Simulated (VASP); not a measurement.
Input:

```
KMgF3
1.0
    4.01546     0.00000     0.00000
    0.00000     4.01546     0.00000
    0.00000     0.00000     4.01546
K Mg F
1 1 3
Direct
  0.00000   0.00000   0.00000
  0.50000   0.50000   0.50000
  0.50000   0.00000   0.50000
  0.00000   0.50000   0.50000
  0.50000   0.50000   0.00000
```

All values below come from TPSS meta-GGA, VASP's PBE PAW potentials (set 64) (plane waves; VASP). Settings: 520 eV cut-off, 6×6×6 Γ-centred mesh, tetrahedra with Blöchl corrections, potentials K_sv Mg F.

The cores are frozen, which limits the accuracy of field gradients.

### Question
Give the principal components of the electric field gradient (V/Å²) and the asymmetry η at each nucleus.

### Answer

| atom | Vxx | Vyy | Vzz | η |
|---|---|---|---|---|
| K1 | 0.0 | 0.0 | 0.0 | - |
| Mg2 | 0.0 | 0.0 | 0.0 | - |
| F3 | -24.1 | -24.1 | 48.3 | 0.00 |
| F4 | -24.1 | -24.1 | 48.3 | 0.00 |
| F5 | -24.1 | -24.1 | 48.3 | 0.00 |

The compound is KMgF3 in the cubic perovskite structure. It was relaxed first.
